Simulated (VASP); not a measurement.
# Mg6CrCu (Amm2) in VASP: settings compared

Aim: see how the results for Mg6CrCu move with the level of theory and the settings. Levels: RPBE, revPBE+dDsC. Tasks: single point.

All numbers are computed with VASP 6.6.1; they aren't measurements. Logs are shortened: lines on timing, memory, paths and dates and some standing lists are left out, and cuts for length are marked.

### Step 1. The crystal as given

It takes space group Amm2 (No. 38, orthorhombic). The conventional cell has a = 4.907 Å, b = 6.131 Å, c = 10.531 Å, α = 90.00°, β = 90.00°, γ = 90.00°. Cu (site symmetry mm2) has 10 Mg at 2.99 to 3.05 Å and 2 Cr at 3.07 Å as nearest neighbours. Around Cr (site symmetry mm2) lie 10 Mg at 2.99 to 3.06 Å and 2 Cu at 3.07 Å. Mg (site symmetry mm2) has 10 Mg at 2.99 to 3.11 Å and 2 Cr at 2.99 Å as nearest neighbours. Mg (site symmetry mm2) is surrounded by 10 Mg at 2.97 to 3.12 Å and 2 Cu at 2.99 Å. Mg (site symmetry m) is surrounded by 8 Mg at 2.97 to 3.12 Å and 2 Cu at 3.01 Å and 2 Cr at 3.02 Å. Around Mg (site symmetry m) lie 8 Mg at 3.03 to 3.08 Å and 2 Cr at 3.04 to 3.06 Å and 2 Cu at 3.04 to 3.05 Å.

The cell comes from a database or a generator and needn't be the stable form of this composition.

### Step 2. Single point, RPBE, collinear spin, ferromagnetic start

INCAR

```
SYSTEM = Mg6CrCu
PREC = Accurate
ENCUT = 520
EDIFF = 1E-6
ISMEAR = 0
SIGMA = 0.05
LREAL = .False.
LASPH = .True.
NELM = 100
ALGO = Fast
ISIF = 2
LWAVE = .False.
LCHARG = .False.
ISPIN = 2
MAGMOM = 0.6 3 0 0 0 0 0 0
LORBIT = 11
LMAXMIX = 4
GGA = RP
```

KPOINTS

```
Automatic mesh
0
Gamma
  6 5 5
  0 0 0
```

POSCAR

```
Mg6CrCu
4.907
    1.000003668229      0.000000000000      0.000000000000
    0.000000000000      0.624738434889      1.073078663134
    0.000000000000     -0.624738434889      1.073078663134
Cu Cr Mg
1 1 6
Direct
    0.5000000000      0.8334520000      0.8334520000
    0.5000000000      0.3328930000      0.3328930000
    0.0000000000      0.1700180000      0.1700180000
    0.0000000000      0.6706920000      0.6706920000
    0.0000000000      0.6638900000      0.1621300000
    0.0000000000      0.1621300000      0.6638900000
    0.5000000000      0.8350310000      0.3318970000
    0.5000000000      0.3318970000      0.8350310000
```

Potentials or basis: VASP PAW PBE potentials, release 64 (Cu_pv, Cr_pv, Mg_pv).

Command:

```
$ cat potpaw_PBE.64/Cu_pv/POTCAR potpaw_PBE.64/Cr_pv/POTCAR potpaw_PBE.64/Mg_pv/POTCAR > POTCAR
$ mpirun -np 1 vasp_std > vasp.out
```

OUTCAR:

```text
SYSTEM = Mg6CrCu
   PREC = Accurate
   ENCUT = 520
   EDIFF = 1E-6
   ISMEAR = 0
   LREAL = .False.
   LASPH = .True.
   NELM = 100
   ISIF = 2
   ISPIN = 2
   LORBIT = 11
   GGA = RP

 ion  position               nearest neighbor table
   1  0.500  0.833  0.833-
   2  0.500  0.333  0.333-
   3  0.000  0.170  0.170-
   4  0.000  0.671  0.671-
   5  0.000  0.664  0.162-
   6  0.000  0.162  0.664-
   7  0.500  0.835  0.332-
   8  0.500  0.332  0.835-

  LATTYP: Found a base centered orthorhombic cell.
 ALAT       =     6.1311830000
 B/A-ratio  =     1.7176447025
 C/A-ratio  =     0.8003378793

  Lattice vectors:

 A1 = (   0.0000000000,   3.0655915000,  -5.2655970000)
 A2 = (   0.0000000000,   3.0655915000,   5.2655970000)
 A3 = (   4.9070180000,   0.0000000000,   0.0000000000)

Analysis of symmetry for initial positions (statically):
=====================================================================
 Subroutine PRICEL returns:
 Original cell was already a primitive cell.

 Routine SETGRP: Setting up the symmetry group for a
 base centered orthorhombic supercell.

 Subroutine GETGRP returns: Found  4 space group operations
 (whereof  4 operations were pure point group operations)
 out of a pool of  8 trial point group operations.

The static configuration has the point symmetry C_2v.

Analysis of symmetry for dynamics (positions and initial velocities):
=====================================================================
 Subroutine PRICEL returns:
 Original cell was already a primitive cell.

 Routine SETGRP: Setting up the symmetry group for a
 base centered orthorhombic supercell.

 Subroutine GETGRP returns: Found  4 space group operations
 (whereof  4 operations were pure point group operations)
 out of a pool of  8 trial point group operations.

The dynamic configuration has the point symmetry C_2v.

Analysis of structural, dynamic, and magnetic symmetry:
=====================================================================
 Subroutine PRICEL returns:
 Original cell was already a primitive cell.

 Routine SETGRP: Setting up the symmetry group for a
 base centered orthorhombic supercell.

 Subroutine GETGRP returns: Found  4 space group operations
 (whereof  4 operations were pure point group operations)
 out of a pool of  8 trial point group operations.

The overall configuration has the point symmetry C_2v.

 Subroutine INISYM returns: Found  4 space group operations
 (whereof  4 operations are pure point group operations),
 and found     1 'primitive' translations

----------------------------------------------------------------------------------------

                                     Primitive cell

  volume of cell :     158.4198

  direct lattice vectors                    reciprocal lattice vectors
     4.907018000  0.000000000  0.000000000     0.203789756  0.000000000  0.000000000
     0.000000000  3.065591500  5.265597000     0.000000000  0.163100661  0.094955995
     0.000000000 -3.065591500  5.265597000     0.000000000 -0.163100661  0.094955995

  length of vectors
     4.907018000  6.092976531  6.092976531     0.203789756  0.188728552  0.188728552

  position of ions in fractional coordinates (direct lattice)
     0.500000000  0.833452000  0.833452000
     0.500000000  0.332893000  0.332893000
     0.000000000  0.170018000  0.170018000
     0.000000000  0.670692000  0.670692000
     0.000000000  0.663890000  0.162130000
     0.000000000  0.162130000  0.663890000
     0.500000000  0.835031000  0.331897000
     0.500000000  0.331897000  0.835031000

  ion indices of the primitive-cell ions
   primitive index   ion index
                 1           1
                 2           2
                 3           3
                 4           4
                 5           5
                 6           6
                 7           7
                 8           8

----------------------------------------------------------------------------------------

 KPOINTS: Automatic mesh

[... 46 lines left out ...]
  0.333333 -0.400000  0.200000      8.000000
  0.500000 -0.400000  0.200000      4.000000
 [... further k-points ...]
   k-points           NKPTS =     36   k-points in BZ     NKDIM =     36   number of bands    NBANDS=     48
   number of dos      NEDOS =    301   number of ions     NIONS =      8
   total plane-waves  NPLWV =  82944
   dimension x,y,z NGX =    36 NGY =   48 NGZ =   48
   dimension x,y,z NGXF=    72 NGYF=   96 NGZF=   96
   ions per type =               1   1   6
   NGX,Y,Z   is equivalent  to a cutoff of  12.20, 13.10, 13.10 a.u.
   NGXF,Y,Z  is equivalent  to a cutoff of  24.39, 26.19, 26.19 a.u.
 SYSTEM =  Mg6CrCu
   PREC   = accura    normal or accurate (medium, high low for compatibility)
   ISTART =      0    job   : 0-new  1-cont  2-samecut
   ICHARG =      2    charge: 1-file 2-atom 10-const
   ISPIN  =      2    spin polarized calculation?
   LNONCOLLINEAR =      F non collinear calculations
   LSORBIT =      F    spin-orbit coupling
   LASPH  =      T    aspherical Exc in radial PAW
   ENCUT  =  520.0 eV  38.22 Ry    6.18 a.u.   9.12 11.33 11.33*2*pi/ulx,y,z
   NELM   =    100;   NELMIN=  2; NELMDL= -5     # of ELM steps
   EDIFF  = 0.1E-05   stopping-criterion for ELM
   LREAL  =      F    real-space projection
   EDIFFG = 0.1E-04   stopping-criterion for IOM
   NSW    =      0    number of steps for IOM
   IBRION =     -1    ionic relax: 0-MD 1-quasi-New 2-CG
   NFREE  =      0    steps in history (QN), initial steepest desc. (CG)
   ISIF   =      2    stress and relaxation
   ISYM   =      2    0-nonsym 1-usesym 2-fastsym
   POTIM  = 0.5000    time-step for ionic-motion
   TEBEG  =    0.0;   TEEND  =   0.0 temperature during run
   PSTRESS=    0.0 pullay stress
   NELECT =      77.0000    total number of electrons
   NUPDOWN=      -1.0000    fix difference up-down
   EMIN   =  10.00;   EMAX   =-10.00  energy-range for DOS
   EFERMI =   0.00;   METHOD = LEGACY
   ISMEAR =     0;   SIGMA  =   0.05  broadening in eV -4-tet -1-fermi 0-gaus
   EFERMI_NEDOS =   21; number of points for ismear=-14 and -15
   IALGO  =     68    algorithm
   IMIX   =      4    mixing-type and parameters
     AMIX     =   0.40;   BMIX     =  1.00
     AMIX_MAG =   1.60;   BMIX_MAG =  1.00
  volume/ion in A,a.u.               =      19.80       133.63
  Fermi-wavevector in a.u.,A,eV,Ry     =   1.287168  2.432395 22.542151  1.656801
  Thomas-Fermi vector in A             =   2.419199
   LORBIT       =     11    0 simple, 1 ext, 2 COOP (PROOUT), +10 PAW based schemes
   GGA     = RP    functional components
   LHFCALC =     F    Hartree Fock is set to
   AEXX    =    0.0000 exact exchange contribution
   IVDW    =     0    specifies the selected vdW correction
   LEPSILON=     F    determine dielectric tensor
   LRPA    =     F    only Hartree local field effects (RPA)
 spin polarized calculation
 RMM-DIIS sequential band-by-band and
 Gauss-broadening in eV      SIGMA  =   0.05
  energy-cutoff  :      520.00
  volume of cell :      158.42
 maximum number of plane-waves:      4307
   NGX = 19   NGY = 23   NGZ = 23

 number of electron      77.0000118 magnetization       4.1526957

 Free energy of the ion-electron system (eV)
  ---------------------------------------------------
  ext. energy  EPLUGINS =         0.00000000
  ---------------------------------------------------
  free energy    TOTEN  =       -19.24507752 eV

  energy without entropy =      -19.23955611  energy(sigma->0) =      -19.24231681

 E-fermi :   3.3252     XC(G=0):  -9.4674

 val. band max:        3.3239005411   @ k =   0.1667   0.2000   0.2000
 cond. band min:       3.3331405160   @ k =   0.1667   0.2000  -0.0000
 fundamental gap:      0.0092399748
 Fermi energy:         3.3252278028

 spin component 1

 k-point     1 :       0.0000    0.0000    0.0000
  band No.  band energies     occupation
      1     -66.5747      1.00000
      2     -66.5612      1.00000
      3     -66.5406      1.00000
      4     -40.7933      1.00000
      5     -40.7775      1.00000
      6     -40.7583      1.00000
[... 1213 lines left out ...]
     47       7.9397      0.00000
     48       8.8331      0.00000

 [... further k-points ...]

 spin component 2

 k-point     1 :       0.0000    0.0000    0.0000
  band No.  band energies     occupation
      1     -66.5525      1.00000
      2     -66.5427      1.00000
      3     -66.4899      1.00000
      4     -39.2057      1.00000
      5     -39.2054      1.00000
      6     -39.1986      1.00000
[... 1213 lines left out ...]
     47       8.0877      0.00000
     48       8.9597      0.00000

 [... further k-points ...]
[... 5 lines left out ...]
  --------------------------------------------------------------------------------------
  -------------------------------------------------------------------------------------
  Total        1.1863637      1.8453697      1.7546407      0.0000000      0.0000000      0.0000000
  in kB       11.9982768     18.6631270     17.7455406      0.0000000      0.0000000      0.0000000
  external PRESSURE =      16.1356481 kB  Pullay stress =       0.0000000 kB

 VOLUME and BASIS-vectors are now :
 -----------------------------------------------------------------------------
  energy-cutoff  :      520.00
  volume of cell :      158.42
      direct lattice vectors                 reciprocal lattice vectors
     4.907018000  0.000000000  0.000000000     0.203789756  0.000000000  0.000000000
     0.000000000  3.065591500  5.265597000     0.000000000  0.163100661  0.094955995
     0.000000000 -3.065591500  5.265597000     0.000000000 -0.163100661  0.094955995

 POSITION                                       TOTAL-FORCE (eV/Angst)
 -----------------------------------------------------------------------------------
      2.45351      0.00000      8.77724         0.000000     -0.000000      0.009259
      2.45351      0.00000      3.50576         0.000000     -0.000000      0.016008
      0.00000      0.00000      1.79049         0.000000     -0.000000      0.017492
      0.00000      0.00000      7.06319         0.000000     -0.000000      0.074423
      0.00000      1.53819      4.34949         0.000000      0.046833     -0.046226
      0.00000     -1.53819      4.34949         0.000000     -0.046833     -0.046226
      2.45351      1.54240      6.14457         0.000000     -0.001400     -0.012366
      2.45351     -1.54240      6.14457         0.000000      0.001400     -0.012366
 -----------------------------------------------------------------------------------
    total drift:                                0.000000     -0.000001      0.000096

  FREE ENERGIE OF THE ION-ELECTRON SYSTEM (eV)
  ---------------------------------------------------
  free  energy   TOTEN  =       -19.2450775169 eV

  energy  without entropy=      -19.2395561053  energy(sigma->0) =      -19.24231681

 total charge

# of ion       s       p       d       tot
------------------------------------------
    1        0.276   6.114   8.869  15.258
    2        0.277   6.150   4.062  10.489
    3        0.212   6.102   0.015   6.329
    4        0.206   6.090   0.015   6.310
    5        0.201   6.092   0.015   6.308
    6        0.201   6.092   0.015   6.308
    7        0.200   6.091   0.014   6.306
    8        0.200   6.091   0.014   6.306
--------------------------------------------------
tot          1.773  48.824  13.019  63.615

 magnetization (x)

# of ion       s       p       d       tot
------------------------------------------
    1       -0.013  -0.001   0.024   0.010
    2        0.058   0.045   3.625   3.728
    3       -0.009   0.002   0.002  -0.006
    4        0.009  -0.001  -0.001   0.007
    5       -0.007   0.001   0.001  -0.005
    6       -0.007   0.001   0.001  -0.005
    7       -0.011  -0.002   0.001  -0.012
    8       -0.011  -0.002   0.001  -0.012
--------------------------------------------------
tot          0.009   0.043   3.655   3.707
```

Run time: 11 min. Hardware: 1 thread of Intel Xeon Platinum 8259CL at 2.50GHz (Skylake/Cascade Lake), shared host; peak memory 0.59 GiB.

Results:

* Free energy: -19.2451 eV
* Pressure: 1.6 GPa
* Largest force: 0.074 eV/Å
* Band gap on the k mesh: none (metal or under the smearing width)
* Net moment: 4.15 μB per cell
* Site moments: Cu +0.01; Cr +3.73; Mg -0.01, +0.01 μB
* Valence electrons inside the program's atomic spheres: Cu 15.26; Cr 10.49; Mg 6.33, 6.31

Forces on the atoms (eV/Å):
```
Cu   0.000  0.000  0.009
Cr   0.000  0.000  0.016
Mg   0.000  0.000  0.017
Mg   0.000  0.000  0.074
Mg   0.000  0.047 -0.046
Mg   0.000 -0.047 -0.046
Mg   0.000 -0.001 -0.012
Mg   0.000  0.001 -0.012
```

Caveat: the PAW data sets were made with another functional, which shifts forces and pressure a little.

(Continued in part 2 of 2.)
